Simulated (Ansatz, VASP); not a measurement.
# Cross-check of PtSe2 (Sudovikovite) between VASP and Ansatz

Wanted: the spread between two codes on one cell, functional and k mesh. The cell is taken from a series of runs on this material, whose earlier steps may have relaxed, scaled, displaced or heated it; both programs get it as it stands. Other levels of theory on this material are compared in a session of their own.

Method: plane waves, with VASP 6.6.1 beside it; relaxation of cell and atoms at PBEsol with D3(BJ), in Ansatz 0.2.0.

### 1. The starting structure

Symmetry: P-3m1, No. 164, trigonal system. The conventional cell has a = 3.739 Å, b = 3.739 Å, c = 4.630 Å, α = 90.00°, β = 90.00°, γ = 120.00°. Nearest to Se lie 3 Pt at 2.50 Å. Pt has 6 Se at 2.50 Å nearest. Farther neighbours and most contacts between anions are not listed.

Structure file:

```
Se Pt
1.0
     3.73887    0.00000    0.00000
    -1.86943    3.23795    0.00000
     0.00000    0.00000    4.62967
Se Pt
2 1
Direct
  0.33333 0.66667 0.27215
  0.66667 0.33333 0.72785
  0.00000 0.00000 0.00000
```

### 2. VASP: relaxation of cell and atoms, PBEsol with D3(BJ)

The relaxed volume is the usual yardstick between codes: in a stiff, nearly cubic crystal its relative difference is about their pressure difference at one cell divided by the bulk modulus.

Lines of VASP's logs that name or quote its potential files are left out, and so is its time.

Contents of INCAR:

```
SYSTEM = PtSe2
PREC = Accurate
ENCUT = 500
EDIFF = 1E-07
NELM = 120
ISMEAR = 1
SIGMA = 0.2
LREAL = .FALSE.
ALGO = Normal
GGA = PS
IVDW = 12
NBANDS = 17
LASPH = .TRUE.
LORBIT = 11
LWAVE = .FALSE.
LCHARG = .FALSE.
ISIF = 3
IBRION = 2
NSW = 80
EDIFFG = -0.005
GGA_COMPAT = .FALSE.
NELMIN = 4
KPAR = 2
```

Contents of POSCAR:

```
PtSe2
1.0
    3.7388650000      0.0000000000      0.0000000000
   -1.8694320000      3.2379520000      0.0000000000
    0.0000000000      0.0000000000      4.6296710000
Se Pt
2 1
Direct
    0.3333332957      0.6666667696      0.2721510881
    0.6666664369      0.3333332304      0.7278489119
    0.0000000000      0.0000000000      0.0000000000
```

Contents of KPOINTS:

```
Automatic mesh
0
Gamma
15 15 8
0 0 0
```

Potentials, in the order of the species: Se and Pt (PBE family, release 64).

Command:

```sh
> mpirun -np 2 vasp_std
```

Numbers of over 12 decimals in the logs are rounded to 6 here.

Log:

```text
[banner, memory and clock lines left out]
running    2 mpi-ranks, on    1 nodes
 distrk:  each k-point on    1 cores,    2 groups
 distr:  one band on    1 cores,    1 groups

 POSCAR found type information on POSCAR SePt
 POSCAR found :  2 types and       3 ions
|                                                                             |
|               ----> ADVICE to this user running VASP <----                  |
|                                                                             |
|     You enforced a specific xc type in the INCAR file but a different       |
|     [... a line on the potential file left out ...]
|     I HOPE YOU KNOW WHAT YOU ARE DOING!                                     |
|                                                                             |

 LDA part: xc-table for (Slater+PW92), standard interpolation
 POSCAR, INCAR and KPOINTS ok, starting setup
 FFT: planning ... GRIDC
 FFT: planning ... GRID_SOFT
 FFT: planning ... GRID
 WAVECAR not read
 entering main loop
       N       E                     dE             d eps       ncg     rms          rms(c)
DAV:   1     0.106568571969E+03    0.10657E+03   -0.10043E+04  6624   0.111E+03
DAV:   2    -0.121363786739E+02   -0.11870E+03   -0.11547E+03  8276   0.218E+02
DAV:   3    -0.166197353734E+02   -0.44834E+01   -0.44544E+01  7699   0.432E+01
DAV:   4    -0.166515156146E+02   -0.31780E-01   -0.31766E-01  8478   0.393E+00
DAV:   5    -0.166518101261E+02   -0.29451E-03   -0.29450E-03  8108   0.360E-01    0.133E+01
DAV:   6    -0.160885323234E+02    0.56328E+00   -0.45910E+00  6641   0.192E+01    0.806E+00
DAV:   7    -0.158920652076E+02    0.19647E+00   -0.84065E-01  6629   0.916E+00    0.402E+00
DAV:   8    -0.158677910750E+02    0.24274E-01   -0.56454E-02  7256   0.171E+00    0.811E-01
DAV:   9    -0.158651647274E+02    0.26263E-02   -0.68420E-03  7302   0.780E-01    0.192E-01
DAV:  10    -0.158651741881E+02   -0.94607E-05   -0.10318E-03  7524   0.209E-01    0.373E-02
DAV:  11    -0.158651717865E+02    0.24016E-05   -0.47126E-05  8349   0.563E-02    0.238E-02
DAV:  12    -0.158651715492E+02    0.23732E-06   -0.28705E-06  7522   0.123E-02    0.505E-03
DAV:  13    -0.158651715185E+02    0.30662E-07   -0.59424E-07  7993   0.570E-03
   1 F= -.17258330E+02 E0= -.17258843E+02  d E =-.172583E+02
 curvature:   0.00 expect dE= 0.000E+00 dE for cont linesearch  0.000E+00
 trial: gam= 0.00000 g(F)=  0.155E-04 g(S)=  0.983E-04 ort = 0.000E+00 (trialstep = 0.100E+01)
 search vector abs. value=  0.114E-03
 bond charge predicted
       N       E                     dE             d eps       ncg     rms          rms(c)
DAV:   1    -0.158688737995E+02   -0.37023E-02   -0.13056E-02  6761   0.937E-01    0.166E-01
DAV:   2    -0.158683501619E+02    0.52364E-03   -0.29314E-03  6764   0.526E-01    0.106E-01
DAV:   3    -0.158682207322E+02    0.12943E-03   -0.29575E-04  6730   0.171E-01    0.453E-02
DAV:   4    -0.158681940963E+02    0.26636E-04   -0.12170E-04  6887   0.599E-02    0.137E-02
DAV:   5    -0.158681938784E+02    0.21798E-06   -0.42029E-06  7073   0.175E-02    0.952E-03
DAV:   6    -0.158681936445E+02    0.23389E-06   -0.95627E-07  8181   0.804E-03    0.854E-04
DAV:   7    -0.158681936490E+02   -0.44961E-08   -0.37089E-08  3587   0.181E-03
   2 F= -.17258280E+02 E0= -.17258789E+02  d E =0.503603E-04
 trial-energy change:    0.000050  1 .order    0.000046   -0.000114    0.000205
 step:   0.3370(harm=  0.3569)  dis= 0.00021  next Energy=   -17.258349 (dE=-0.190E-04)
 bond charge predicted
       N       E                     dE             d eps       ncg     rms          rms(c)
DAV:   1    -0.158665207226E+02    0.16729E-02   -0.57433E-03  6761   0.622E-01    0.111E-01
DAV:   2    -0.158662910170E+02    0.22971E-03   -0.12838E-03  6746   0.348E-01    0.693E-02
DAV:   3    -0.158662357605E+02    0.55257E-04   -0.12935E-04  6704   0.113E-01    0.293E-02
DAV:   4    -0.158662259166E+02    0.98438E-05   -0.53009E-05  6873   0.396E-02    0.904E-03
DAV:   5    -0.158662260850E+02   -0.16837E-06   -0.17755E-06  7058   0.114E-02    0.625E-03
DAV:   6    -0.158662263944E+02   -0.30934E-06   -0.39895E-07  7930   0.512E-03    0.569E-04
DAV:   7    -0.158662263935E+02    0.81923E-09   -0.15154E-08  3383   0.116E-03
   3 F= -.17258349E+02 E0= -.17258860E+02  d E =-.182095E-04
 curvature:  -0.18 expect dE=-0.105E-06 dE for cont linesearch -0.419E-07
 trial: gam=-0.04030 g(F)=  0.524E-06 g(S)=  0.630E-07 ort = 0.517E-05 (trialstep = 0.867E+00)
 search vector abs. value=  0.355E-06
 reached required accuracy - stopping structural energy minimisation
```

OUTCAR, selected parts (step 2):

```text
ion  position               nearest neighbor table
   1  0.333  0.667  0.272-   3 2.50   3 2.50   3 2.50
   2  0.667  0.333  0.728-   3 2.50   3 2.50   3 2.50
   3  0.000  0.000  0.000-   2 2.50   1 2.50   1 2.50   2 2.50   1 2.50   2 2.50

  LATTYP: Found a hexagonal cell.
 ALAT       =     3.7388650000
 C/A-ratio  =     1.2382557273

 Subroutine GETGRP returns: Found 12 space group operations
 (whereof 12 operations were pure point group operations)

The static configuration has the point symmetry D_3d.

 Found    192 irreducible k-points:

   k-points           NKPTS =    192   k-points in BZ     NKDIM =    192   number of bands    NBANDS=     17

   dimension x,y,z NGX =    28 NGY =   28 NGZ =   36
   dimension x,y,z NGXF=    56 NGYF=   56 NGZF=   72

   ENCUT  =  500.0 eV  36.75 Ry    6.06 a.u.   6.82  6.82  8.44*2*pi/ulx,y,z

   NELECT =      22.0000    total number of electrons

 k-points in reciprocal lattice and weights: Automatic mesh
   0.00000000  0.00000000  0.00000000       0.001
   0.06666667 -0.00000000  0.00000000       0.003
   0.13333333  0.00000000  0.00000000       0.003
   0.20000000 -0.00000000  0.00000000       0.003
   0.26666667  0.00000000  0.00000000       0.003
   0.33333333  0.00000000  0.00000000       0.003
   0.40000000 -0.00000000  0.00000000       0.003
   0.46666667  0.00000000  0.00000000       0.003
   0.06666667  0.06666667  0.00000000       0.003
[...]
0.33333333  0.26666667  0.50000000       0.007
   0.33333333  0.33333333  0.50000000       0.001

 Edisp (eV)   -1.39009

 average (electrostatic) potential at core
       1 -51.8524       2 -51.8524       3 -67.5318

 E-fermi :   7.2956

 k-point     1 :       0.0000    0.0000    0.0000
  band No.  band energies     occupation
    ...
      6       3.3830      2.00000
      7       3.3830      2.00000
      8       4.8056      2.00000
      9       6.2886      2.00000
     10       6.2886      2.00000
     11       8.2345     -0.00000
     12       8.2345     -0.00000
     13       8.3042     -0.00000
     14      10.3190     -0.00000
     15      11.6295      0.00000
    ...

 k-point     2 :       0.0667   -0.0000    0.0000
  band No.  band energies     occupation
    ...
      6       3.3171      2.00000
      7       3.3461      2.00000
      8       4.6893      2.00000
      9       6.0339      2.00000
     10       6.1780      2.00000
     11       7.5678     -0.06620
     12       8.3423     -0.00000
     13       8.8742     -0.00000
     14      10.6406     -0.00000
     15      11.9312      0.00000
    ...

 k-point     3 :       0.1333    0.0000    0.0000
  band No.  band energies     occupation
    ...
      7       3.2498      2.00000
      8       4.3325      2.00000
      9       5.5946      2.00000
     10       5.8923      2.00000
     11       6.9324      2.02764
     12       8.6186     -0.00000
     13       9.1797     -0.00000
     14      11.3840      0.00000
     15      12.6467      0.00000
     16      13.9926      0.00000
    ...

 Edisp (eV)   -1.39212

  Total       0.00140     0.00140     0.00016     0.00000    -0.00000    -0.00000
  in kB       0.03986     0.03986     0.00454     0.00000    -0.00000    -0.00000
  external pressure =        0.03 kB  Pullay stress =        0.00 kB

  energy-cutoff  :      500.00
  volume of cell :       56.09
      direct lattice vectors                 reciprocal lattice vectors
     3.739875100  0.000000000 -0.000000000     0.267388609  0.154376847 -0.000000000
    -1.869937050  3.238826772  0.000000000    -0.000000000  0.308753777  0.000000000
     0.000000000  0.000000000  4.630519238     0.000000000 -0.000000000  0.215958502

 POSITION                                       TOTAL-FORCE (eV/Angst)
 -----------------------------------------------------------------------------------
      0.00000      2.15922      1.26041        -0.000000      0.000000      0.002330
      1.86994      1.07961      3.37011         0.000000     -0.000000     -0.002330
      0.00000      0.00000      4.63052        -0.000000      0.000000     -0.000000
 -----------------------------------------------------------------------------------
    total drift:                                0.000304     -0.000000     -0.000000

  FREE ENERGIE OF THE ION-ELECTRON SYSTEM (eV)
  ---------------------------------------------------
  free  energy   TOTEN  =       -17.2583485149 eV

  energy  without entropy=      -17.2598839315  energy(sigma->0) =      -17.25886032

 reached required accuracy - stopping structural energy minimisation

 total charge
# of ion       s       p       d       tot
------------------------------------------
    1        1.490   2.218   0.082   3.790
    2        1.490   2.218   0.082   3.790
    3        0.686   0.707   8.060   9.453
--------------------------------------------------
tot          3.665   5.142   8.225  17.032

[... 3 further parts left out ...]
```

(Continued in part 2 of 2.)

[Lines on the potential files, build, host, timing and source positions are cut from VASP's logs without a mark.]

[Logs are printed without paths, hosts, clocks, repeated set-up lines and the standing remarks that a program may print on its own settings, such as how far it seeks lower states.]

[Hosts, paths, dates, database ids (printed as entryN), source tags and the programs' standing remarks are cut or masked in the printed files.]
